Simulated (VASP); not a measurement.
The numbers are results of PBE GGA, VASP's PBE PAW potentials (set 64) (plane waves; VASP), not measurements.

VASP input:

INCAR:
```
SYSTEM=Be
PREC=Accurate; ENCUT=300; LREAL=.FALSE.
LASPH=.TRUE.
EDIFF=1E-6; NELM=100; ALGO=Normal
ISMEAR=0; SIGMA=0.2
GGA=PE
ISIF=2
LWAVE=.FALSE.; LCHARG=.FALSE.
```

KPOINTS:
```
K-points
0
gamma
22 22 6
0 0 0
```

File POSCAR:
```
Be
1.0
  2.2627510000   0.0000000000   0.0000000000
 -1.1313750000   1.9595990000   0.0000000000
  0.0000000000   0.0000000000   7.2804150000
Be
4
Cartesian
  0.0000000000   0.0000000000   0.0000000000
  0.0000000000   0.0000000000   3.6402075000
 -0.0000007980   1.3063999865   1.8201037500
  1.1313767980   0.6531990135   5.4603112500
```

POTCAR, in this order: Be (PBE.64 set). Program: vasp_std.

At this cut-off the stress carries a Pulay error, which pulls relaxed volumes low.

Task: Predict the energy per atom (σ→0), pressure, band gap (on the k-mesh).

Result: 
```
Quantity                                                    Result
------------------------  ----------------------------------------
energy per atom (σ→0)                               -3.732 eV/atom
band gap (on the k-mesh)  none (metal, semimetal or under 0.01 eV)
pressure                                                 -2.41 GPa
```

### OSZICAR
```
...
DAV:   5    -0.150511420891E+02   -0.42185E-07   -0.42416E-07  4776   0.260E-03    0.161E+00
DAV:   6    -0.149663878382E+02    0.84754E-01   -0.99139E-03  3984   0.142E+00    0.982E-01
DAV:   7    -0.149321682864E+02    0.34220E-01   -0.10639E-02  3840   0.148E+00    0.357E-02
DAV:   8    -0.149321040358E+02    0.64251E-04   -0.83771E-05  5456   0.739E-02    0.133E-02
DAV:   9    -0.149321025559E+02    0.14799E-05   -0.25471E-06  4520   0.161E-02    0.608E-03
DAV:  10    -0.149321040982E+02   -0.15423E-05   -0.15345E-06  3936   0.119E-02    0.361E-04
DAV:  11    -0.149321041331E+02   -0.34852E-07   -0.53141E-08  2504   0.234E-03
   1 F= -.14932104E+02 E0= -.14929633E+02  d E =-.494159E-02
```

The structure was generated: Be was put into an ordered model structure, which need not be its known phase. The cell was not relaxed at this level.
